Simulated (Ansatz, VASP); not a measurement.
# Cross-check of SiTe2 between VASP and Ansatz, part 2 of 2

One calculation is typed for both programs; each brings its own data sets. How far apart do they land? The cell is taken from a series of runs on this material, whose earlier steps may have relaxed, scaled, displaced or heated it; both programs get it as it stands.

VASP 6.6.1 and Ansatz 0.2.0.

So far: The starting structure; Ansatz: zone-centre phonons, PBEsol.

**3. VASP: zone-centre phonons, PBEsol**

Level of this step: PBEsol; plane waves and PAW (Si, Te) (VASP).

The same cell, functional, mesh and smearing now go to VASP, with its own data sets.

Lines of VASP's logs that name or quote its potential files are left out, and so is its time.

Input file INCAR:

```
SYSTEM = SiTe2
PREC = Accurate
ENCUT = 500
EDIFF = 1E-08
NELM = 120
ISMEAR = 1
SIGMA = 0.2
LREAL = .FALSE.
ALGO = Normal
GGA = PS
NBANDS = 14
LORBIT = 11
LWAVE = .FALSE.
LCHARG = .FALSE.
ISIF = 2
IBRION = 8
LASPH = .TRUE.
GGA_COMPAT = .FALSE.
NELMDL = -8
KPAR = 2
```

Input file POSCAR:

```
SiTe2
1.0
    3.6648137726      0.0000000000      0.0000000000
   -1.8324068863      3.2385937012      0.0000000000
    0.0000000000      0.0000000000     30.4240000000
Si Te
1 2
Direct
    0.0000000000      0.0000000000      0.3286878780
    0.3316891670      0.6633783339      0.3820956438
    0.6683108331      0.3366216661      0.2752801122
```

Input file KPOINTS:

```
Automatic mesh
0
Gamma
15 15 1
0 0 0
```

PAW data sets: Si and Te (PBE family, release 64).

Run with:

```console
mpirun -np 2 vasp_std
```

Numbers of over 12 decimals in the logs are rounded to 6 here.

What it wrote:

```text
[banner, memory and clock lines left out]
running    2 mpi-ranks, on    1 nodes
 distrk:  each k-point on    1 cores,    2 groups
 distr:  one band on    1 cores,    1 groups

 POSCAR found type information on POSCAR SiTe
 POSCAR found :  2 types and       3 ions
|                                                                             |
|               ----> ADVICE to this user running VASP <----                  |
|                                                                             |
|     You enforced a specific xc type in the INCAR file but a different       |
|     [... a line on the potential file left out ...]
|     I HOPE YOU KNOW WHAT YOU ARE DOING!                                     |
|                                                                             |

 LDA part: xc-table for (Slater+PW92), standard interpolation
 POSCAR, INCAR and KPOINTS ok, starting setup
 FFT: planning ... GRIDC
 FFT: planning ... GRID_SOFT
 FFT: planning ... GRID
 WAVECAR not read
 entering main loop
       N       E                     dE             d eps       ncg     rms          rms(c)
DAV:   1     0.105285961714E+03    0.10529E+03   -0.42784E+03  1792   0.732E+02
DAV:   2    -0.259724035668E+01   -0.10788E+03   -0.10029E+03  3096   0.124E+02
DAV:   3    -0.124897552204E+02   -0.98925E+01   -0.97370E+01  2380   0.478E+01
DAV:   4    -0.127791524150E+02   -0.28940E+00   -0.28812E+00  2422   0.102E+01
DAV:   5    -0.127904887006E+02   -0.11336E-01   -0.11334E-01  2962   0.213E+00
DAV:   6    -0.127905941606E+02   -0.10546E-03   -0.10546E-03  2638   0.181E-01
DAV:   7    -0.127905992665E+02   -0.51059E-05   -0.51060E-05  2958   0.347E-02
DAV:   8    -0.127905993877E+02   -0.12117E-06   -0.12109E-06  2724   0.390E-03    0.996E+00
DAV:   9    -0.126850960952E+02    0.10550E+00   -0.95390E-02  2344   0.209E+00    0.540E+00
DAV:  10    -0.126530050493E+02    0.32091E-01   -0.71966E-02  2416   0.153E+00    0.538E-01
DAV:  11    -0.126523841608E+02    0.62089E-03   -0.83638E-03  2380   0.578E-01    0.317E-01
DAV:  12    -0.126522476653E+02    0.13650E-03   -0.90043E-04  2824   0.177E-01    0.164E-01
DAV:  13    -0.126519101012E+02    0.33756E-03   -0.61733E-04  2362   0.135E-01    0.134E-01
DAV:  14    -0.126520407088E+02   -0.13061E-03   -0.69148E-05  2242   0.549E-02    0.315E-02
[...]
DAV:  22    -0.126524695009E+02   -0.43560E-05   -0.11770E-07  2272   0.102E-03    0.557E-04
DAV:  23    -0.126524718493E+02   -0.23483E-05   -0.30915E-08  2334   0.537E-04    0.367E-04
DAV:  24    -0.126524732823E+02   -0.14331E-05   -0.19593E-08  2092   0.390E-04    0.330E-04
DAV:  25    -0.126524737532E+02   -0.47081E-06   -0.15626E-09  1894   0.189E-04    0.115E-04
DAV:  26    -0.126524740233E+02   -0.27019E-06   -0.16248E-09  1646   0.149E-04    0.981E-05
DAV:  27    -0.126524740549E+02   -0.31605E-07    0.42759E-10  1904   0.568E-05    0.679E-05
DAV:  28    -0.126524740807E+02   -0.25798E-07    0.55348E-10  1514   0.427E-05    0.292E-05
DAV:  29    -0.126524740829E+02   -0.21694E-08    0.66221E-10  1898   0.178E-05
   1 F= -.12652474E+02 E0= -.12652540E+02  d E =0.198704E-03
 Linear response reoptimize wavefunctions to high precision
DAV:   1    -0.126524740846E+02   -0.17099E-08    0.68040E-10  1478   0.125E-05
DAV:   2    -0.126524740846E+02    0.13188E-10    0.68336E-10  1946   0.601E-06
 Linear response DOF=           6
 Linear response progress:
  Degree of freedom:   1/  6
       N       E                     dE             d eps       ncg     rms          rms(c)
RMM:   1    -0.187488995710E-01   -0.18749E-01    0.11637E-02  4342   0.837E-01
RMM:   2    -0.164012902776E-01    0.23476E-02   -0.13654E-03  2890   0.209E-01    0.977E-02
RMM:   3    -0.164340900889E-01   -0.32800E-04   -0.73654E-05  2883   0.523E-02    0.548E-02
RMM:   4    -0.165131419259E-01   -0.79052E-04   -0.33298E-05  2907   0.297E-02    0.547E-03
RMM:   5    -0.165025618127E-01    0.10580E-04   -0.15221E-06  3064   0.766E-03    0.230E-03
RMM:   6    -0.164943478140E-01    0.82140E-05   -0.18641E-07  3144   0.227E-03    0.905E-04
RMM:   7    -0.164949746965E-01   -0.62688E-06   -0.15130E-08  3056   0.775E-04    0.258E-04
RMM:   8    -0.164956098126E-01   -0.63512E-06   -0.40020E-09  3243   0.218E-04    0.606E-05
RMM:   9    -0.164956686422E-01   -0.58830E-07    0.45653E-09  3059   0.109E-04    0.408E-05
RMM:  10    -0.164956802426E-01   -0.11600E-07    0.11194E-09  3372   0.311E-05    0.514E-06
RMM:  11    -0.164956830160E-01   -0.27734E-08   -0.64670E-10  3201   0.130E-05    0.224E-06
 first order change of Fermi-energy  -0.15457E-03
 force on displaced ion       1 direction 1 :  -4.377   0.000   0.000
 Linear response progress:
  Degree of freedom:   2/  6
       N       E                     dE             d eps       ncg     rms          rms(c)
RMM:   1    -0.190603313742E-01   -0.19060E-01    0.11956E-02  4425   0.845E-01
RMM:   2    -0.165459299163E-01    0.25144E-02   -0.14175E-03  2899   0.213E-01    0.995E-02
RMM:   3    -0.165789906698E-01   -0.33061E-04   -0.79418E-05  2977   0.532E-02    0.560E-02
RMM:   4    -0.166531448676E-01   -0.74154E-04   -0.31713E-05  3066   0.284E-02    0.928E-03
RMM:   5    -0.166521095657E-01    0.10353E-05   -0.29623E-06  3092   0.848E-03    0.334E-03
RMM:   6    -0.166393705453E-01    0.12739E-04   -0.60538E-07  3136   0.380E-03    0.908E-04
[...]
RMM:   9    -0.166401702129E-01    0.16145E-07    0.30892E-09  3304   0.114E-04    0.386E-05
RMM:  10    -0.166401586346E-01    0.11578E-07    0.13848E-08  3237   0.713E-05    0.234E-05
RMM:  11    -0.166402085872E-01   -0.49953E-07    0.13084E-08  3411   0.486E-05    0.950E-06
RMM:  12    -0.166402229944E-01   -0.14407E-07    0.67321E-09  3396   0.610E-05    0.622E-06
RMM:  13    -0.166402123833E-01    0.10611E-07    0.84442E-09  3548   0.307E-05    0.372E-06
RMM:  14    -0.166402067335E-01    0.56498E-08   -0.65515E-10  3472   0.213E-05    0.160E-06
 first order change of Fermi-energy   0.82450E-03
 force on displaced ion       1 direction 2 :   0.000  -4.164  -0.342
 Linear response progress:
  Degree of freedom:   3/  6
       N       E                     dE             d eps       ncg     rms          rms(c)
RMM:   1    -0.354862082498E-01   -0.35486E-01    0.42146E-02  4738   0.996E-01
RMM:   2    -0.309890611163E-01    0.44971E-02   -0.26876E-03  2908   0.309E-01    0.170E-01
RMM:   3    -0.309517089259E-01    0.37352E-04   -0.16299E-04  3156   0.775E-02    0.815E-02
RMM:   4    -0.309447920782E-01    0.69168E-05   -0.56017E-05  2995   0.360E-02    0.263E-02
RMM:   5    -0.309445339590E-01    0.25812E-06   -0.72577E-06  3173   0.122E-02    0.972E-03
RMM:   6    -0.309537522419E-01   -0.92183E-05   -0.91615E-07  3150   0.566E-03    0.337E-03
RMM:   7    -0.309535587001E-01    0.19354E-06   -0.17394E-07  3230   0.204E-03    0.407E-04
RMM:   8    -0.309537182014E-01   -0.15950E-06   -0.12875E-08  3333   0.550E-04    0.301E-04
RMM:   9    -0.309540446179E-01   -0.32642E-06   -0.28396E-08  3351   0.543E-04    0.112E-04
RMM:  10    -0.309540641665E-01   -0.19549E-07   -0.17244E-08  3373   0.109E-04    0.545E-05
RMM:  11    -0.309540595260E-01    0.46405E-08   -0.28196E-08  3292   0.238E-04    0.322E-05
 first order change of Fermi-energy  -0.39333E-03
 force on displaced ion       1 direction 3 :  -0.000  -0.341  -8.785
 Linear response progress:
  Degree of freedom:   4/  6
       N       E                     dE             d eps       ncg     rms          rms(c)
RMM:   1    -0.403488351780E-01   -0.40349E-01    0.30687E-02  7611   0.104E+00
RMM:   2    -0.398105360993E-01    0.53830E-03   -0.20359E-03  5159   0.277E-01    0.699E-02
RMM:   3    -0.398693329158E-01   -0.58797E-04   -0.12315E-04  5138   0.667E-02    0.503E-02
RMM:   4    -0.399384264118E-01   -0.69093E-04   -0.18409E-05  5297   0.266E-02    0.143E-02
RMM:   5    -0.399641215570E-01   -0.25695E-04   -0.96642E-07  5481   0.862E-03    0.337E-03
RMM:   6    -0.399596023745E-01    0.45192E-05   -0.93914E-09  5572   0.255E-03    0.558E-04
RMM:   7    -0.399584969651E-01    0.11054E-05    0.22010E-08  5781   0.730E-04    0.242E-04
RMM:   8    -0.399588408649E-01   -0.34390E-06   -0.23680E-09  5741   0.289E-04    0.751E-05
RMM:   9    -0.399590255107E-01   -0.18465E-06   -0.48826E-09  5848   0.114E-04    0.249E-05
RMM:  10    -0.399589827764E-01    0.42734E-07    0.88145E-10  5872   0.464E-05    0.799E-06
RMM:  11    -0.399589940877E-01   -0.11311E-07   -0.11166E-08  5882   0.171E-05    0.484E-06
RMM:  12    -0.399590007530E-01   -0.66653E-08   -0.99632E-10  5985   0.715E-06    0.132E-06
 first order change of Fermi-energy  -0.96810E-04
 force on displaced ion       2 direction 1 :  -2.761   0.010  -0.003
 Linear response progress:
  Degree of freedom:   5/  6
       N       E                     dE             d eps       ncg     rms          rms(c)
RMM:   1    -0.409236882892E-01   -0.40924E-01    0.31776E-02  4332   0.105E+00
RMM:   2    -0.403218508681E-01    0.60184E-03   -0.20420E-03  2929   0.279E-01    0.709E-02
RMM:   3    -0.403854171649E-01   -0.63566E-04   -0.12747E-04  2946   0.680E-02    0.511E-02
RMM:   4    -0.404551187506E-01   -0.69702E-04   -0.20571E-05  3040   0.271E-02    0.150E-02
RMM:   5    -0.404838588170E-01   -0.28740E-04   -0.27478E-06  3133   0.958E-03    0.369E-03
RMM:   6    -0.404804436212E-01    0.34152E-05   -0.47141E-07  3119   0.323E-03    0.208E-03
RMM:   7    -0.404775809165E-01    0.28627E-05   -0.71048E-08  3197   0.132E-03    0.383E-04
RMM:   8    -0.404773877772E-01    0.19314E-06   -0.75218E-09  3303   0.399E-04    0.164E-04
RMM:   9    -0.404775959564E-01   -0.20818E-06   -0.43081E-09  3273   0.159E-04    0.364E-05
RMM:  10    -0.404776180819E-01   -0.22125E-07   -0.11783E-09  3311   0.629E-05    0.135E-05
RMM:  11    -0.404776052902E-01    0.12792E-07   -0.24980E-09  3305   0.474E-05    0.113E-05
RMM:  12    -0.404776456419E-01   -0.40352E-07   -0.36619E-09  3457   0.406E-05    0.549E-06
RMM:  13    -0.404776333998E-01    0.12242E-07    0.30471E-09  3473   0.248E-05    0.285E-06
RMM:  14    -0.404776263106E-01    0.70892E-08   -0.24193E-09  3424   0.155E-05    0.177E-06
 first order change of Fermi-energy  -0.69232E-02
 force on displaced ion       2 direction 2 :   0.000  -2.773  -0.116
 Linear response progress:
  Degree of freedom:   6/  6
       N       E                     dE             d eps       ncg     rms          rms(c)
RMM:   1    -0.827700445172E-01   -0.82770E-01    0.45518E-02  4351   0.112E+00
RMM:   2    -0.810343056596E-01    0.17357E-02   -0.28424E-03  2938   0.324E-01    0.102E-01
RMM:   3    -0.809484423233E-01    0.85863E-04   -0.22465E-04  3086   0.844E-02    0.747E-02
RMM:   4    -0.808963489562E-01    0.52093E-04   -0.47320E-05  3049   0.333E-02    0.379E-02
RMM:   5    -0.808803028950E-01    0.16046E-04   -0.17291E-05  3138   0.205E-02    0.116E-02
RMM:   6    -0.808802725225E-01    0.30373E-07   -0.13681E-06  3125   0.621E-03    0.809E-03
RMM:   7    -0.808829916562E-01   -0.27191E-05   -0.30220E-07  3257   0.277E-03    0.141E-03
RMM:   8    -0.808839297701E-01   -0.93811E-06   -0.35899E-08  3223   0.929E-04    0.123E-03
RMM:   9    -0.808871955001E-01   -0.32657E-05   -0.11326E-07  3299   0.104E-03    0.516E-04
RMM:  10    -0.808878066877E-01   -0.61119E-06   -0.14728E-08  3378   0.288E-04    0.269E-04
RMM:  11    -0.808903358962E-01   -0.25292E-05   -0.83240E-08  3340   0.681E-04    0.234E-04
RMM:  12    -0.808904762588E-01   -0.14036E-06   -0.12976E-08  3492   0.162E-04    0.165E-04
RMM:  13    -0.808907066577E-01   -0.23040E-06   -0.13638E-08  3549   0.282E-04    0.250E-05
RMM:  14    -0.808908283125E-01   -0.12165E-06   -0.24618E-08  3582   0.121E-04    0.516E-05
RMM:  15    -0.808908308703E-01   -0.25577E-08   -0.33386E-08  3543   0.109E-04    0.316E-05
 first order change of Fermi-energy   0.93412E+00
 force on displaced ion       2 direction 3 :  -0.000  -0.094  -7.442
 Linear response finished
```

From OUTCAR (step 3):

```text
ion  position               nearest neighbor table
   1  0.000  0.000  0.329-   3 2.68   2 2.68   3 2.68   2 2.68   3 2.69   2 2.69
   2  0.332  0.663  0.382-   1 2.68   1 2.68   1 2.69
   3  0.668  0.337  0.275-   1 2.68   1 2.68   1 2.69

  LATTYP: Found a base centered orthorhombic cell.
 ALAT       =     3.6648137726
 B/A-ratio  =     1.7673987832
 C/A-ratio  =     8.3016496575

 Subroutine GETGRP returns: Found  4 space group operations
 (whereof  2 operations were pure point group operations)

The static configuration has the point symmetry C_1h.
 The point group associated with its full space group is C_2h.

 Found     64 irreducible k-points:

   k-points           NKPTS =     64   k-points in BZ     NKDIM =     64   number of bands    NBANDS=     14

   dimension x,y,z NGX =    28 NGY =   28 NGZ =  224
   dimension x,y,z NGXF=    56 NGYF=   56 NGZF=  448

   ENCUT  =  500.0 eV  36.75 Ry    6.06 a.u.   6.68  6.78 55.47*2*pi/ulx,y,z

   NELECT =      16.0000    total number of electrons

 k-points in reciprocal lattice and weights: Automatic mesh
   0.00000000  0.00000000  0.00000000       0.004
   0.06666667  0.00000000  0.00000000       0.018
   0.13333333  0.00000000  0.00000000       0.018
   0.20000000 -0.00000000  0.00000000       0.018
   0.26666667  0.00000000  0.00000000       0.018
   0.33333333 -0.00000000  0.00000000       0.018
   0.40000000  0.00000000  0.00000000       0.018
   0.46666667 -0.00000000  0.00000000       0.018
   0.00000000  0.06666667  0.00000000       0.009
[...]
0.00000000  0.46666667  0.00000000       0.009
   0.06666667  0.46666667  0.00000000       0.009

 average (electrostatic) potential at core
       1 -92.0593       2 -96.3474       3 -96.3474

  Total        0.9375277      0.7707006      0.1184785      0.0000000     -0.0060168      0.0000000
  in kB        4.1597767      3.4195709      0.5256848      0.0000000     -0.0266962      0.0000000
  external PRESSURE =       2.7016774 kB  Pullay stress =       0.0000000 kB

  energy-cutoff  :      500.00
  volume of cell :      361.10
      direct lattice vectors                 reciprocal lattice vectors
     3.664813773  0.000000000  0.000000000     0.272865161  0.154387999  0.000000000
    -1.832406886  3.238593701  0.000000000     0.000000000  0.308775997  0.000000000
     0.000000000  0.000000000 30.424000000     0.000000000  0.000000000  0.032868788

 POSITION                                       TOTAL-FORCE (eV/Angst)
 -----------------------------------------------------------------------------------
      0.00000      0.00000     10.00000         0.000000      0.000000      0.000000
      0.00000      2.14841     11.62488         0.000000     -0.001820      0.037582
      1.83241      1.09018      8.37512         0.000000      0.001820     -0.037582
 -----------------------------------------------------------------------------------
    total drift:                               -0.000000      0.000000      0.000006

 Eigenvectors and eigenvalues of the dynamical matrix
 ----------------------------------------------------

   1 f  =    9.225193 THz    57.963600 2PiTHz  307.719329 cm-1    38.152317 meV
             X         Y         Z           dx          dy          dz
      0.000000  0.000000 10.000000    -0.000000    0.069744    0.946567
      0.000000  2.148413 11.624878     0.000000   -0.016897   -0.222009
      1.832407  1.090181  8.375122     0.000000   -0.016897   -0.222009

   2 f  =    6.502272 THz    40.854983 2PiTHz  216.892464 cm-1    26.891226 meV
             X         Y         Z           dx          dy          dz
      0.000000  0.000000 10.000000    -0.949126    0.000000   -0.000000
      0.000000  2.148413 11.624878     0.222666   -0.000000   -0.000000
      1.832407  1.090181  8.375122     0.222666   -0.000000    0.000000

   3 f  =    6.322007 THz    39.722340 2PiTHz  210.879447 cm-1    26.145707 meV
             X         Y         Z           dx          dy          dz
      0.000000  0.000000 10.000000    -0.000000   -0.946731    0.069979
      0.000000  2.148413 11.624878     0.000000    0.221659   -0.016396
      1.832407  1.090181  8.375122    -0.000000    0.221659   -0.016396

   4 f  =    4.483026 THz    28.167684 2PiTHz  149.537655 cm-1    18.540298 meV
             X         Y         Z           dx          dy          dz
      0.000000  0.000000 10.000000    -0.000000    0.000000   -0.000000
      0.000000  2.148413 11.624878     0.000000    0.002759    0.707101
      1.832407  1.090181  8.375122    -0.000000   -0.002759   -0.707101

   5 f  =    2.577695 THz    16.196137 2PiTHz   85.982658 cm-1    10.660486 meV
             X         Y         Z           dx          dy          dz
      0.000000  0.000000 10.000000    -0.000000   -0.000000    0.000000
      0.000000  2.148413 11.624878     0.000000   -0.707101    0.002759
      1.832407  1.090181  8.375122    -0.000000    0.707101   -0.002759

   6 f  =    2.526888 THz    15.876904 2PiTHz   84.287903 cm-1    10.450363 meV
             X         Y         Z           dx          dy          dz
      0.000000  0.000000 10.000000     0.000000    0.000000   -0.000000
      0.000000  2.148413 11.624878    -0.707107   -0.000000   -0.000000
      1.832407  1.090181  8.375122     0.707107    0.000000   -0.000000

   7 f/i=    0.000041 THz     0.000260 2PiTHz    0.001381 cm-1     0.000171 meV
             X         Y         Z           dx          dy          dz
      0.000000  0.000000 10.000000    -0.000000    0.017827    0.314359
      0.000000  2.148413 11.624878    -0.000000    0.038012    0.670064
      1.832407  1.090181  8.375122    -0.000000    0.038012    0.670064

   8 f/i=    0.000214 THz     0.001343 2PiTHz    0.007128 cm-1     0.000884 meV
             X         Y         Z           dx          dy          dz
      0.000000  0.000000 10.000000     0.314897    0.000000    0.000000
      0.000000  2.148413 11.624878     0.671133    0.000000    0.000000
      1.832407  1.090181  8.375122     0.671133    0.000000    0.000000

   9 f/i=    0.007559 THz     0.047492 2PiTHz    0.252125 cm-1     0.031259 meV
             X         Y         Z           dx          dy          dz
      0.000000  0.000000 10.000000     0.000000   -0.313875    0.017110
      0.000000  2.148413 11.624878     0.000000   -0.670177    0.038180
      1.832407  1.090181  8.375122     0.000000   -0.670177    0.038180

 ELASTIC MODULI CONTR FROM IONIC RELAXATION (kBar)
 Direction    XX          YY          ZZ          XY          YZ          ZX
 --------------------------------------------------------------------------------
 XX         -23.7270    -14.8077    -61.9959     -0.0000     16.5015      0.0000
 YY         -14.8077    -28.7777    -78.7691     -0.0000    -11.0687      0.0000
 ZZ         -61.9959    -78.7691   -244.2073     -0.0000     -0.7174      0.0000
 XY          -0.0000     -0.0000     -0.0000     -6.5816      0.0000     24.3647
 YZ          16.5015    -11.0687     -0.7174      0.0000    -34.8455     -0.0000
 ZX           0.0000      0.0000      0.0000     24.3647     -0.0000    -90.1959
 --------------------------------------------------------------------------------
```

**4. Comparison**

Known differences besides the potentials themselves: Ansatz cuts the interaction across the vacuum, VASP repeats the sheet without a dipole correction; the data sets hold 36 valence electrons in Ansatz (on its PAW soft_1 files) and 16 in VASP; the cutoff is 420 eV in Ansatz and 500 eV in VASP; Ansatz makes its cores anew for this functional, VASP keeps those of its PBE data sets. Total energies have different zeros and are not compared.

The two programs side by side:

```
             quantity  Ansatz   VASP  difference
optical mode 1 (cm⁻¹)    83.8   84.3     -0.63 %
optical mode 2 (cm⁻¹)    85.0   86.0     -1.13 %
optical mode 3 (cm⁻¹)   148.6  149.5     -0.63 %
optical mode 4 (cm⁻¹)   207.5  210.9     -1.60 %
optical mode 5 (cm⁻¹)   213.7  216.9     -1.49 %
optical mode 6 (cm⁻¹)   304.7  307.7     -0.98 %
```

Modes are paired by rising frequency, not by their patterns, so a pair may set unlike modes beside each other; they are those without the splitting of longitudinal modes. Where the cell holds vacuum, a pressure given here is an average over it and none of the material.

**5. What came out**

| Item | Value |
| --- | --- |
| r.m.s. difference of the optical zone-centre modes, each program's sorted by frequency (zone-centre phonons, PBEsol) | 2.3 cm⁻¹ |
| difference in optical mode 4 (zone-centre phonons, PBEsol) | -1.6 % |

In words: The r.m.s. difference of the optical zone-centre modes, each program's sorted by frequency is 2.3 cm⁻¹ (zone-centre phonons, PBEsol). The data sets hold unlike numbers of valence electrons (36 in Ansatz and 16 in VASP), so part of the differences may come from the potentials. Among the rows given in per cent, the largest difference of the zone-centre phonons, PBEsol pair is in optical mode 4, -1.6 %. How closely two codes agree says nothing of how well the functional describes the real material.

[Lines on the potential files, build, host, timing and source positions are cut from VASP's logs without a mark.]

[Logs are printed without paths, hosts, clocks, repeated set-up lines and the standing remarks that a program may print on its own settings, such as how far it seeks lower states.]

[Hosts, paths, dates, database ids (printed as entryN), source tags and the programs' standing remarks are cut or masked in the printed files.]
